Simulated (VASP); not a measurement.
All values below come from PBE GGA, VASP's PBE PAW potentials (set 64) (plane waves; VASP 6.6.1).

The input files of a VASP run:

KPOINTS:
```
Automatic mesh
0
Gamma
6 6 7
0 0 0
```

**POSCAR**
```
Al2Au
1
   -1.6714360000     1.6714360000     4.0909110000
    1.6714360000    -1.6714360000     4.0909110000
    1.6714360000     1.6714360000    -4.0909110000
Au Al
1 2
Direct
  0.0021070000  -0.0024180000   0.0138460000
  0.3232570000   0.3328950000  -0.0181670000
  0.6746360000   0.6695230000   0.0043200000
```

**INCAR**
```
! general
SYSTEM  = Al2Au
PREC    = Accurate
ENCUT   = 300
LREAL   = .FALSE.   ! projection in real space or not
LASPH   = .TRUE.   ! aspherical one-centre terms

! electronic loop
EDIFF   = 1E-6
NELM    = 100
ALGO    = Normal   ! blocked Davidson
LMAXMIX = 6   ! l cut-off of mixed one-centre charges

! smearing
ISMEAR  = -1
SIGMA   = 0.1   ! width (eV)

! functional
GGA     = PE   ! PBE

! ions
IBRION  = 2   ! conjugate gradients
NSW     = 50   ! most ionic steps
ISIF    = 3   ! ions, shape and volume
EDIFFG  = -0.01   ! ionic stop

! output
LWAVE   = .FALSE.
LCHARG  = .FALSE.
```

POTCAR, in this order: Au Al (PBE.64 set). Program: vasp_std.

At this cut-off the stress carries a Pulay error, which pulls relaxed volumes low. Energy and stress use the plane-wave basis of the starting cell. Unless said otherwise, spin-orbit coupling is left out, though it shifts the bands of the heavy elements here.

Q: What does the run give for the energy per atom (σ→0), volume per atom, band gap (on the k-mesh)?

A: 
```yaml
energy per atom (σ→0): -3.766 eV/atom
band gap (on the k-mesh): none (metal, semimetal or under 0.01 eV)
volume_per_atom: 17.29 Å³/atom
```

File OSZICAR:
```
...
  18 F= -.11312165E+02 E0= -.11297192E+02  d E =-.707458E-03
       N       E                     dE             d eps       ncg     rms          rms(c)
DAV:   1    -0.113124418321E+02   -0.27706E-03   -0.52979E-03  3264   0.743E-01    0.112E-01
DAV:   2    -0.113121957165E+02    0.24612E-03   -0.11277E-03  3244   0.417E-01    0.483E-02
DAV:   3    -0.113121866409E+02    0.90756E-05   -0.31579E-05  3372   0.595E-02    0.252E-02
DAV:   4    -0.113121825302E+02    0.41107E-05   -0.11180E-05  3360   0.221E-02    0.455E-03
DAV:   5    -0.113121823304E+02    0.19986E-06   -0.94396E-07  1684   0.112E-02
  19 F= -.11312182E+02 E0= -.11297206E+02  d E =-.175738E-04
```

The structure was generated: Al2Au was put into an ordered model structure, which need not be its known phase. In the starting cell atoms are displaced from their ideal sites. This run relaxes it. The k-mesh is coarse (spacing up to 0.34 per Å, 2π included), so the numbers may not be converged in it. The run is one of a series of settings (EDIFFG = -0.01, IBRION = 2, ISIF = 3, NSW = 50 against the base run), some of them coarse on purpose. The electron count is odd and the run is not spin-polarised, which forces a metal.
